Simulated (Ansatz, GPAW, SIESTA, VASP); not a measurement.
**SiRh3: programs and potentials compared**

```xyz
4
Lattice="-1.9336 1.9336 3.6693 1.9336 -1.9336 3.6693 1.9336 1.9336 -3.6693" Properties=species:S:1:pos:R:3 pbc="T T T"
Rh    0.0000    0.0000    3.6693
Rh    1.9336    0.0000    1.8347
Rh    0.0000    1.9336    1.8347
Si    0.0000    0.0000    0.0000
```

The cell comes from a database or a generator and needn't be the stable form of this composition.

Alike in all runs: task single point; functional PBE; k mesh 10 × 10 × 10; occupations fermi-dirac, width 0.05 eV; no spin polarisation; no spin-orbit coupling. Pressure is positive in compression and, in plane waves, holds the error of the finite cutoff, which Ansatz's Pulay term estimates and takes out.

```tsv
program and potentials	plane-wave cutoff (eV)	notes	band gap (eV)	pressure (GPa)
Ansatz, Ansatz PAW	420	13.75 valence electrons an atom on average; Pulay term of +0.09 GPa included	no gap	-2.13
VASP, PBE PAW files Rh_pv, Si, 520 eV	520	12.25 valence electrons an atom on average	no gap	-2.09
GPAW, GPAW PAW data sets (gpaw-data 1.2.1)	600	12.25 valence electrons an atom on average	no gap	-0.02
SIESTA, files PseudoDojo sr-pbe-0.4.1-standard, DZP (energy shift 0.003 Ry; two zetas on semicore shells)	-	atomic basis; 13.75 valence electrons an atom on average	no gap	0.77
```

None finds a gap. The pressure spans -2.13 (Ansatz, Ansatz PAW) to 0.77 GPa (SIESTA, files PseudoDojo sr-pbe-0.4.1-standard, DZP (energy shift 0.003 Ry; two zetas on semicore shells)). Rows in atomic bases carry the error of their basis and grid, which can be large.

Differences between rows come from potentials, basis sets and numerical settings, since the functional is the same but for its coding. Runs on potential files found faulty are left out.
